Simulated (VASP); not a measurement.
All values below come from PBEsol GGA, VASP's PBE PAW potentials (set 64) (plane waves; VASP). For the alloy's cell: Numerical set-up: 400 eV cut-off, 14×14×4 Γ-centred mesh, tetrahedra with Blöchl corrections, potentials Al Ag.

```json
[
 {"end member": "Ag (fcc)", "E (eV/atom)": "-3.3087", "V (Å³/atom)": "16.55", "gap (eV)": "0.00"},
 {"end member": "Al (fcc)", "E (eV/atom)": "-4.0930", "V (Å³/atom)": "16.14", "gap (eV)": "0.00"}
]
```

An ordered cell with a fraction 0.50 of the second end member relaxes to

Space group R-3m, hexagonal axes (No. 166); a = 2.9281 Å, b = 2.9281 Å, c = 26.2773 Å, α = 90.00°, β = 90.00°, γ = 120.00°

```
atom  site  symmetry       x       y       z
----  ----  --------  ------  ------  ------
Al      6c        3m  0.0000  0.0000  0.3749
Ag      6c        3m  0.0000  0.0000  0.1222
```
(The calculation used a cell of 4 atoms; values per cell refer to that cell.)

Question: Estimate the mixing energy, the deviation from a linear volume and the gap.

Answer: Its energy is -3.7609 eV/atom, so the mixing energy is -60 meV/atom. The volume of 16.26 Å³/atom lies -0.5 % from the linear mean. The cell is without a gap at this level.
